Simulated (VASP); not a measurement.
VASP input:

**INCAR**
```
# general
SYSTEM   = P
PREC     = Accurate
ENCUT    = 520
LREAL    = F
LASPH    = T

# electronic loop
EDIFF    = 1E-7
NELM     = 100
ALGO     = Normal

# smearing
ISMEAR   = -5

# functional
GGA      = BO
LUSE_VDW = T
AGGAC    = 0.0
PARAM1   = 0.1833333333
PARAM2   = 0.22

# ions
ISIF     = 2

# output
LWAVE    = F
LCHARG   = T
LORBIT   = 11
NEDOS    = 601

# other
LEFG     = T
```

KPOINTS:
```
K-points
0
gamma
  11 11 8
```

POSCAR:
```
P
5.6012510
  0.2978383275  -0.9546164050   0.0000000000
  0.2978383275   0.9546164050   0.0000000000
  0.0000000000   0.0000000000   0.7974447150
P
4
Direct
  0.1009051170   0.8990948830   0.9179697005
  0.3990948830   0.6009051170   0.4179697005
  0.6009051170   0.3990948830   0.5820302995
  0.8990948830   0.1009051170   0.0820302995
```

POTCAR, in this order: P (PBE.64 set). Program: vasp_std.

Write an equivalent input for Quantum ESPRESSO's pw.x.

One equivalent input (not run):
```
&CONTROL
  calculation = 'scf'
  pseudo_dir = './pseudo'
  outdir = './out'
  tprnfor = .true.
  tstress = .true.
/
&SYSTEM
  ibrav = 0
  nat = 4
  ntyp = 1
  ecutwfc = 44
  occupations = 'tetrahedra'
  input_dft = 'vdw-df-obk8'
/
&ELECTRONS
  conv_thr = 7.3e-09
  electron_maxstep = 100
/
ATOMIC_SPECIES
  P 30.974 P.upf
CELL_PARAMETERS angstrom
     1.6682672   -5.3470461    0.0000000
     1.6682672    5.3470461    0.0000000
     0.0000000    0.0000000    4.4666880
ATOMIC_POSITIONS crystal
  P    0.1009051  0.8990949  0.9179697
  P    0.3990949  0.6009051  0.4179697
  P    0.6009051  0.3990949  0.5820303
  P    0.8990949  0.1009051  0.0820303
K_POINTS automatic
  11 11 8 0 0 0
```
The two are equivalent in intent, not identical: the potentials are each code's own (VASP's PAW set, PseudoDojo norm-conserving files in pw.x), so ENCUT and ecutwfc are chosen apart and not converted; conv_thr bounds pw.x's estimated SCF error, while EDIFF bounds the energy change between steps; the field gradients of LEFG aren't asked of the other code.

The compound is P in the black structure. It was relaxed first.
